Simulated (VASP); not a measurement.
Data:

```yaml
crystal:
  lattice:
    - [0.00000, 3.26853, 3.26853]
    - [3.26853, 0.00000, 3.26853]
    - [3.26853, 3.26853, 0.00000]
  atoms:
    - { symbol: In, position: [0.00000, 0.00000, 0.00000] }
    - { symbol: Sb, position: [0.25000, 0.25000, 0.25000] }
```

These are PBE GGA with D4 dispersion, VASP's PBE PAW potentials (set 64) (plane waves; VASP) values and carry that method's errors. Numerical set-up: 520 eV cut-off, Gaussian smearing of 0.050 eV, potentials In_d Sb.

Question: Give the energies of bands 7 to 12 at the high-symmetry points, in eV from the Fermi level.

Answer: 
```tsv
band	Γ	X	U	L	W
7	-0.34	-5.80	-5.67	-5.50	-5.70
8	0.00	-2.17	-3.00	-0.97	-2.75
9	0.00	-2.17	-1.84	-0.97	-2.62
10	0.00	1.34	1.63	0.49	3.41
11	2.96	1.39	3.66	3.81	3.98
12	2.96	8.00	6.17	3.81	4.18
```

It has no gap at this level: it comes out as a metal or semimetal.

The compound is InSb in the zinc blende structure. It was relaxed first.
